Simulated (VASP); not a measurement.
Given:

```
SrVO3
1.0
    3.83339     0.00000     0.00000
    0.00000     3.83339     0.00000
    0.00000     0.00000     3.83339
Sr V O
1 1 3
Direct
  0.00000   0.00000   0.00000
  0.50000   0.50000   0.50000
  0.50000   0.00000   0.50000
  0.00000   0.50000   0.50000
  0.50000   0.50000   0.00000
```

Computed with r2SCAN meta-GGA, VASP's PBE PAW potentials (set 64) (plane waves; VASP). Numerical set-up: 520 eV cut-off, 9×9×9 Γ-centred mesh, tetrahedra with Blöchl corrections, potentials Sr_sv V_sv O.

Question: Estimate the energy per atom (σ→0), band gap (over mesh and band path) with the smallest direct gap where there is one.

Answer: 
```
Property                                                               Value
----------------------------------  ----------------------------------------
band gap (over mesh and band path)  none (metal, semimetal or under 0.01 eV)
energy per atom (σ→0)                                        -12.470 eV/atom
```

Only differences to runs with the same potentials and settings are physical.

The compound is SrVO3 in the cubic perovskite structure. It was relaxed first. The run is not spin-polarised, so no magnetic state was tried. The electron count is odd and the run is not spin-polarised, which forces a metal.
